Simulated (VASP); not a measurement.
These are PBE GGA, VASP's PBE PAW potentials (set 64) (plane waves; VASP) values and carry that method's errors.

A VASP calculation is set up with these files.

**INCAR**
```
# general
SYSTEM   =  RuAl
PREC     =  Accurate
ENCUT    =  500
LREAL    =  .False.   # projection in real space or not
LASPH    =  .True.

# electronic loop
EDIFF    =  1E-6
NELM     =  100   # most electronic steps
ALGO     =  Normal   # blocked Davidson
LMAXMIX  =  4   # l cut-off of mixed one-centre charges

# smearing
ISMEAR   =  1   # Methfessel-Paxton
SIGMA    =  0.1

# functional
GGA      =  PE

# ions
IBRION   =  2   # conjugate gradients
NSW      =  40   # most ionic steps
ISIF     =  3   # ions, shape and volume
EDIFFG   =  -0.02   # ionic stop

# output
LWAVE    =  .False.
LCHARG   =  .False.
```

**KPOINTS**
```
Automatic mesh
0
Gamma
12 12 12
0 0 0
```

**POSCAR**
```
RuAl
1.0
  3.0030718001   0.0000000000   0.0000000000
  0.0000000000   3.0030718001   0.0000000000
  0.0000000000   0.0000000000   3.0030718001
Al Ru
1 1
Cart
  1.5015359000   1.5015359000   1.5015359000
  0.0000000000   0.0000000000   0.0000000000
```

POTCAR, in this order: Al Ru_pv (PBE.64 set). Program: vasp_std.

**Question.** What does the run give for the energy per atom (σ→0), band gap (on the k-mesh)?

**Answer.** 
```
Property                                                     Value
------------------------  ----------------------------------------
energy per atom (σ→0)                               -7.133 eV/atom
band gap (on the k-mesh)  none (metal, semimetal or under 0.01 eV)
```

File OSZICAR:
```
...
DAV:   6    -0.143578660747E+02    0.57904E+00   -0.36873E+00  2144   0.219E+01    0.237E+00
DAV:   7    -0.142813594219E+02    0.76507E-01   -0.29748E-01  2140   0.648E+00    0.201E+00
DAV:   8    -0.142652508194E+02    0.16109E-01   -0.18728E-02  2176   0.136E+00    0.202E-01
DAV:   9    -0.142651256034E+02    0.12522E-03   -0.25761E-04  2428   0.150E-01    0.129E-01
DAV:  10    -0.142651224780E+02    0.31253E-05   -0.32742E-05  2508   0.772E-02    0.833E-03
DAV:  11    -0.142651210790E+02    0.13990E-05   -0.18544E-06  1508   0.183E-02    0.510E-03
DAV:  12    -0.142651205040E+02    0.57506E-06   -0.94614E-08  1044   0.369E-03
   1 F= -.14265121E+02 E0= -.14265005E+02  d E =-.142651E+02
```

The compound is RuAl in the CsCl type structure. It was relaxed first. The electron count is odd and the run is not spin-polarised, which forces a metal.
